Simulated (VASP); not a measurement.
Here is a VASP 6.6.1 calculation.

INCAR

```
SYSTEM = MoS2
PREC = Accurate
ENCUT = 600
EDIFF = 1E-7
ISMEAR = 0
SIGMA = 0.03
LREAL = .False.
LASPH = .True.
NELM = 80
ALGO = Normal
ISIF = 3
LWAVE = .False.
LCHARG = .False.
IBRION = 2
NSW = 90
EDIFFG = -0.005
LATTICE_CONSTRAINTS = .TRUE. .TRUE. .FALSE.
KPAR = 4
```

Contents of KPOINTS:

```
regular mesh
0
Gamma
  12 12 1
  0 0 0
```

POSCAR

```
MoS2                                    
1.0
    3.1219299952      0.0000000000      0.0000000000
   -1.5609649976      2.7036706803      0.0000000000
    0.0000000000      0.0000000000     27.2922960000
  S               Mo            
     4     2
Direct
     0.3333333300000021    0.6666666699999979    0.3323747797214823
     0.3333333300000021    0.6666666699999979    0.4462719920740637
     0.6666666699999979    0.3333333300000021    0.5537280079259366
     0.6666666699999979    0.3333333300000021    0.6676252202785177
     0.6666666699999979    0.3333333300000021    0.3892671392989317
     0.3333333300000021    0.6666666699999979    0.6107328607010682
```

Potentials or basis: VASP PAW LDA potentials, release 64 (S, Mo_sv).

Run with:

```console
$ cat potpaw_LDA.64/S/POTCAR potpaw_LDA.64/Mo_sv/POTCAR > POTCAR
$ mpirun -np 4 vasp_std > vasp.out
```

Task: Estimate the band gap on the k mesh.

Result: 1.20 eV, indirect (least direct gap 1.82 eV).

Forces on the atoms (eV/Å):
```
S    0.000  0.000  0.004
S    0.000  0.000 -0.003
S    0.000  0.000  0.003
S    0.000  0.000 -0.004
Mo   0.000  0.000  0.002
Mo   0.000  0.000 -0.002
```

Caveat: the relaxation stopped at its first step, so nothing moved. As with any semilocal functional, this LDA gap is likely too small.
